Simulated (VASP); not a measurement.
Input:

```
AgGa3
1.0
   -2.03048     2.03048     4.02849
    2.03048    -2.03048     4.02849
    2.03048     2.03048    -4.02849
Ga Ag
3 1
Direct
  0.75000   0.25000   0.50000
  0.25000   0.75000   0.50000
  0.50000   0.50000   0.00000
  0.00000   0.00000   0.00000
```

The numbers are results of LDA (Ceperley-Alder, Perdew-Zunger), VASP's LDA PAW potentials (set 64) (plane waves; VASP 6.6.1), not measurements. Numerical set-up: 400 eV cut-off, Gaussian smearing of 0.050 eV, potentials Ga_d Ag.

Task: Give the energies of bands 17 to 29 at the high-symmetry points, in eV from the Fermi level.

Result: 
| band | Γ | X | P | N | M | S | R |
|---|---|---|---|---|---|---|---|
| 17 | -5.75 | -6.92 | -6.92 | -8.54 | -8.83 | -8.19 | -7.54 |
| 18 | -5.70 | -6.92 | -6.92 | -6.00 | -5.98 | -7.15 | -6.77 |
| 19 | -5.58 | -5.50 | -5.82 | -5.60 | -5.19 | -5.52 | -5.45 |
| 20 | -5.58 | -5.34 | -4.96 | -5.27 | -5.19 | -5.25 | -5.33 |
| 21 | -5.11 | -4.95 | -4.96 | -5.25 | -5.11 | -5.14 | -5.10 |
| 22 | -2.32 | -4.20 | -4.95 | -4.76 | -5.03 | -4.94 | -4.83 |
| 23 | -1.21 | -3.94 | -4.08 | -3.85 | -2.38 | -4.82 | -4.63 |
| 24 | -0.66 | -3.71 | -3.92 | -1.80 | -2.38 | -0.48 | -3.91 |
| 25 | 0.76 | -2.77 | -0.62 | 1.27 | -0.82 | 0.00 | -1.21 |
| 26 | 0.76 | -2.11 | -0.43 | 1.35 | 0.52 | 1.99 | -0.02 |
| 27 | 0.86 | 3.13 | -0.43 | 1.46 | 5.20 | 3.24 | 3.36 |
| 28 | 0.86 | 3.55 | 0.42 | 2.42 | 5.82 | 3.97 | 3.75 |
| 29 | 2.54 | 3.60 | 7.93 | 5.02 | 5.82 | 4.43 | 3.96 |

It has no gap at this level: it comes out as a metal or semimetal.

The structure comes from a computed database's Ga3Ag entry (I4/mmm); how it stands against other phases isn't given here. It was relaxed first, which changed the volume by -5 %.
